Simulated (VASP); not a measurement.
Data:

```
CELL_PARAMETERS angstrom
      0.00000     1.94838     1.94838
      1.94838     0.00000     1.94838
      1.94838     1.94838     0.00000
ATOMIC_POSITIONS crystal
  Ir 0.00000 0.00000 0.00000
```

Method: MS2 meta-GGA, VASP's PBE PAW potentials (set 64) (plane waves; VASP). Settings: 520 eV cut-off, 16×16×16 Γ-centred mesh, first-order Methfessel-Paxton smearing of 0.10 eV, potentials Ir.

Question: Give the stress tensor in GPa (positive for a compressed cell).

Answer: 
```
-19.75    0.00    0.00
  0.00  -19.75    0.00
  0.00    0.00  -19.75
```
The pressure is its mean diagonal, -19.75 GPa.

The compound is Ir in the fcc structure. This cell is one point of a volume scan, at 1.06 of the reference volume.
